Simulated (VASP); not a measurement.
Input:

```
ZrB2
1.0
    1.58175    -2.76721     0.00000
    1.58175     2.76721     0.00000
    0.00000     0.00000     3.53917
Zr B
1 2
Cartesian
  0.00000   0.00000   0.00000
  1.58175   0.92241   1.76958
  1.67334  -0.92241   1.76958
```

Method: PBE GGA, VASP's PBE PAW potentials (set 64) (plane waves; VASP). Settings: 520 eV cut-off, KSPACING 0.5 per Å, first-order Methfessel-Paxton smearing of 0.10 eV, potentials Zr_sv B.

Gaps are read on the run's mesh, which can miss a band edge.

Question: What does the run give for the energy per atom (σ→0), largest force, band gap (on the k-mesh) with the smallest direct gap where there is one?

Answer: 
The band gap (on the k-mesh) comes out as none (metal, semimetal or under 0.01 eV). The energy per atom (σ→0) is -8.294 eV/atom and the largest force is 1.424 eV/Å.

Total energies compare only between runs with the same potentials, cut-off and functional.

The compound is ZrB2 in the AlB2 type structure. The cell was not relaxed at this level, atoms are displaced from their ideal sites. The run is one of a series of settings (KGAMMA = .TRUE., KSPACING = 0.5, KPOINTS file removed against the base run), some of them coarse on purpose.
